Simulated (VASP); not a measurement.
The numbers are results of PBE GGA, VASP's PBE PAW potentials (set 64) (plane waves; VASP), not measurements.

VASP input:

### POSCAR
```
ZnS
1
    0.0000000000     2.7236531976     2.7236531976
    2.7236531976     0.0000000000     2.7236531976
    2.7236531976     2.7236531976     0.0000000000
Zn S
1 1
Direct
  0.0000000000   0.0000000000   0.0000000000
  0.2500000000   0.2500000000   0.2500000000
```

File KPOINTS:
```
k-points along high-symmetry lines
15
Line-mode
Reciprocal
  0.000000   0.000000   0.000000 ! GAMMA
 -0.500000  -0.500000   0.000000 ! X

 -0.500000  -0.500000   0.000000 ! X
 -0.375000  -0.375000   0.250000 ! U

 -0.375000   0.000000   0.375000 ! K
  0.000000   0.000000   0.000000 ! GAMMA

  0.000000   0.000000   0.000000 ! GAMMA
  0.000000   0.000000   0.500000 ! L

  0.000000   0.000000   0.500000 ! L
 -0.500000  -0.250000   0.250000 ! W

 -0.500000  -0.250000   0.250000 ! W
 -0.500000  -0.500000   0.000000 ! X
```

**INCAR**
```
! general
SYSTEM  = ZnS
PREC    = Accurate
ENCUT   = 520
LREAL   = .False.
LASPH   = .True.   ! aspherical one-centre terms
ICHARG  = 11   ! fixed density

! electronic loop
EDIFF   = 1E-7   ! SCF stop (eV)
NELM    = 100
ALGO    = Normal   ! blocked Davidson
LMAXMIX = 4

! smearing
ISMEAR  = 0   ! Gaussian
SIGMA   = 0.05   ! width (eV)

! functional
GGA     = PE   ! PBE

! output
LWAVE   = .False.
LCHARG  = .False.
LORBIT  = 11
```

POTCAR, in this order: Zn S (PBE.64 set). Program: vasp_std. Read from the step before: CHGCAR.

The resulting files:

OSZICAR:
```
       N       E                     dE             d eps       ncg     rms          rms(c)
DAV:   1     0.886012950380E+02    0.88601E+02   -0.93414E+03  2340   0.166E+03
DAV:   2     0.142179813467E+00   -0.88459E+02   -0.83979E+02  2558   0.290E+02
DAV:   3    -0.583377333148E+01   -0.59760E+01   -0.58527E+01  2865   0.733E+01
DAV:   4    -0.590646233323E+01   -0.72689E-01   -0.72647E-01  2700   0.835E+00
DAV:   5    -0.590746040393E+01   -0.99807E-03   -0.99805E-03  2815   0.952E-01
DAV:   6    -0.590748210469E+01   -0.21701E-04   -0.21701E-04  2750   0.141E-01
DAV:   7    -0.590748269393E+01   -0.58924E-06   -0.58927E-06  2845   0.223E-02
DAV:   8    -0.590748271000E+01   -0.16073E-07   -0.16059E-07  2456   0.382E-03
   1 F= -.59074827E+01 E0= -.59074827E+01  d E =-.125731E-12
```

File OUTCAR:
```
 val. band max:        1.8863802846   @ k =   0.0000   0.0000   0.0000

 cond. band min:       3.8966677858   @ k =   0.0000   0.0000   0.0000



 k-point     1 :       0.0000    0.0000    0.0000
  band No.  band energies     occupation
      1     -11.0899      2.00000
      2      -4.3600      2.00000
      3      -4.3600      2.00000
      4      -4.3600      2.00000
      5      -3.8897      2.00000
      6      -3.8897      2.00000
      7       1.8864      2.00000
      8       1.8864      2.00000
      9       1.8864      2.00000
     10       3.8967      0.00000
     11       8.2981      0.00000
     12       8.2981      0.00000
     13       8.2981      0.00000

 k-point     2 :      -0.0357   -0.0357    0.0000
  band No.  band energies     occupation
      1     -11.0774      2.00000
      2      -4.3615      2.00000
      3      -4.3569      2.00000
      4      -4.3569      2.00000
      5      -3.8911      2.00000
      6      -3.8889      2.00000
      7       1.7533      2.00000
      8       1.8508      2.00000
      9       1.8508      2.00000
     10       4.0419      0.00000
     11       8.2266      0.00000
     12       8.3514      0.00000
     13       8.3514      0.00000

 k-point     3 :      -0.0714   -0.0714    0.0000
  band No.  band energies     occupation
      1     -11.0402      2.00000
      2      -4.3660      2.00000
      3      -4.3477      2.00000
      4      -4.3477      2.00000
      5      -3.8951      2.00000
      6      -3.8862      2.00000
      7       1.4330      2.00000
      8       1.7484      2.00000
      9       1.7484      2.00000
     10       4.3958      0.00000
     11       8.0306      0.00000
     12       8.5070      0.00000
     13       8.5070      0.00000

 k-point     4 :      -0.1071   -0.1071    0.0000
  band No.  band energies     occupation
      1     -10.9794      2.00000
      2      -4.3725      2.00000
      3      -4.3325      2.00000
      4      -4.3325      2.00000
...
```

The density is held fixed in this step, so its total energy and stress have no physical meaning.

The compound is ZnS in the zinc blende structure. It was relaxed first.
